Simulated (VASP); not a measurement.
The system is HfGe.

```
Hf Ge
1.0
     2.95250    0.00000    0.00000
    -1.47625    2.55694    0.00000
     0.00000    0.00000    5.61800
Hf Ge
1 1
Cartesian
  0.0000 0.0000 1.5765
  0.0000 0.0000 3.6473
```

The cell was built by a generator and needn't be a form met in nature.

* Program: VASP 6.6.1
* Task: relaxation of cell and atoms
* Functional: PBE
* Potentials or basis: VASP PAW PBE potentials, release 64 (Hf_pv, Ge_d)
* Cutoff: 520 eV
* k mesh: 8 × 8 × 4
* Occupations: gaussian, width 0.15 eV
* Spin: no spin polarisation

At the start: pressure 35.4 GPa; volume 21.21 Å³/atom.

Where does the relaxation end?

Over 16 steps the energy falls by 1724.8 meV/atom and the volume is 22.27 Å³/atom (+5.0 %); space group P6/mmm (No. 191, to 0.05 Å).

The path:
| step | energy change (eV) | largest force (eV/Å) | pressure (GPa) | volume (Å³) |
| --- | --- | --- | --- | --- |
| 1 | 0.0000 | 13.4444 | 35.39 | 42.41 |
| 2 | -1.3562 | 0.6685 | -9.86 | 74.32 |
| 3 | -1.4887 | 0.6030 | -8.95 | 71.46 |
| 4 | -1.5660 | 0.5671 | -8.01 | 69.39 |
| 5 | -1.9279 | 0.2518 | -7.88 | 60.82 |
| 6 | -2.5925 | 0.0309 | -6.08 | 51.33 |
| 7 | -2.9100 | 0.7319 | -1.95 | 46.80 |
| 8 | -2.8853 | 1.9352 | 3.48 | 44.59 |
| 9 | -2.9291 | 1.0260 | 1.51 | 45.99 |
| 10 | -2.9286 | 1.0064 | -0.89 | 46.06 |
| 11 | -3.2744 | 1.1114 | -2.68 | 46.06 |
| 12 | -3.3993 | 0.7651 | -1.98 | 45.88 |
| 13 | -3.4259 | 0.5808 | -0.35 | 44.14 |
| 14 | -3.4383 | 0.0350 | -0.44 | 44.75 |
| 15 | -3.4463 | 0.0267 | -1.09 | 44.44 |
| 16 | -3.4496 | 0.0144 | 0.21 | 44.55 |

Final structure:
```xyz
2
Lattice="3.0779 0.0000 0.0000 -1.5389 2.6655 0.0000 0.0000 0.0000 5.4300" Properties=species:S:1:pos:R:3 pbc="T T T"
Hf    0.0000    0.0000    1.1669
Ge    0.0000    0.0000    3.8821
```
